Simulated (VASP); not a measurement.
An input for Ansatz (written as the equivalent of a VASP run, and not itself run):

Ansatz 0.2 input:
```yaml
crystal:
  lattice:
    - [0.0000000, 2.3609950, 2.3609950]
    - [2.3609950, 0.0000000, 2.3609950]
    - [2.3609950, 2.3609950, 0.0000000]
  atoms:
    - { symbol: Cd, position: [0.0000000, 0.0000000, 0.0000000] }
    - { symbol: O, position: [0.5000000, 0.5000000, 0.5000000] }
kpoints:
  mp_grid: { grid: [12, 12, 12] }
hamiltonian:
  xc: lda
  pseudopotentials: { kind: paw }
scf:
  occupations: { method: methfessel_paxton, width: 0.1 }
  max_iter: 100
relax:
  max_steps: 60
  f_tol: 0.01
  cell: {}
output: { forces: true, stress: true, eigenvalues: true }
```

Problem. Translate this input to VASP (INCAR, KPOINTS, POSCAR, choice of POTCAR).

Solution. This is not unique; one that fits is 
### INCAR
```
SYSTEM = CdO
PREC = Accurate
ENCUT = 520
EDIFF = 1E-6
NELM = 100
ALGO = Normal
LREAL = .FALSE.
LASPH = .TRUE.
ISMEAR = 1
SIGMA = 0.1
LMAXMIX = 4
LWAVE = .FALSE.
LCHARG = .FALSE.
IBRION = 2
ISIF = 3
NSW = 60
EDIFFG = -0.01
```

### KPOINTS
```
Automatic mesh
0
gamma
  12 12 12
0 0 0
```

### POSCAR
```
CdO
1.0
  0.0000000000   2.3609950000   2.3609950000
  2.3609950000   0.0000000000   2.3609950000
  2.3609950000   2.3609950000   0.0000000000
Cd O
1 1
Cartesian
  0.0000000000   0.0000000000   0.0000000000
  2.3609950000   2.3609950000   2.3609950000
```

POTCAR, in this order: Cd O (LDA.64 set). Program: vasp_std.

Limits of the translation: each code has its own PAW files, so the cut-off isn't converted (ENCUT is set for VASP's; basis.ecutwfc is left out, and Ansatz then takes the one that its files recommend); Ansatz stops its SCF on the density residual and VASP on the energy change (EDIFF); Ansatz's lda is the Perdew-Wang form, while the LDA potentials of VASP carry Perdew-Zunger's.

The structure comes from a computed database's CdO entry (Fm-3m); how it stands against other phases isn't given here. This run relaxes it. Symmetry was kept, so distortions that lower it aren't found.
